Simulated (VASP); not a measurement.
Write the native input for VASP 6.6.1 that does the following.

| Quantity | Value |
| --- | --- |
| Task | relaxation of cell and atoms |
| Functional | PBE |
| Potentials or basis | VASP PAW PBE potentials, release 64 (Pt) |
| Cutoff | 520 eV |
| k mesh | 18 × 18 × 18 |
| Occupations | gaussian, width 1 eV |
| Spin | no spin polarisation |
| Further INCAR settings | ALGO = Fast; EDIFF = 1e-07; IBRION = 2; EDIFFG = -0.002; NSW = 80; ISIF = 3 |

The structure of Pt lies in POSCAR:

```
Pt                                      
1.0
   -0.0000000000      1.9926764783      1.9926764783
    1.9926764783      0.0000000000      1.9926764783
    1.9926764783      1.9926764783      0.0000000000
  Pt            
     1
Direct
     0.0000000000000000    0.0000000000000000    0.0000000000000000
```

One way to write it, as run:

INCAR

```
PREC = Accurate
ENCUT = 520
EDIFF = 1E-7
ISMEAR = 0
SIGMA = 1.0
LREAL = F
LASPH = T
NELM = 60
ALGO = Fast
ISIF = 3
LWAVE = F
LCHARG = F
GGA = PE
IBRION = 2
NSW = 80
EDIFFG = -0.002
```

KPOINTS

```
Automatic mesh
0
Gamma
  18 18 18
```

Potentials or basis: VASP PAW PBE potentials, release 64 (Pt).

Launch:

```console
$ cat potpaw_PBE.64/Pt/POTCAR > POTCAR
$ mpirun -np 1 vasp_std > vasp.out
```

Results of the run:

- Pressure after relaxing: 0.0 GPa
- Band gap on the k mesh: none (metal or under the smearing width)

Caveat: the relaxation stopped at its first step, so nothing moved.

It took 21 s on 1 thread of Intel(R) Xeon(R) Platinum 8488C (Sapphire Rapids), on a shared host, peak memory 0.16 GiB.
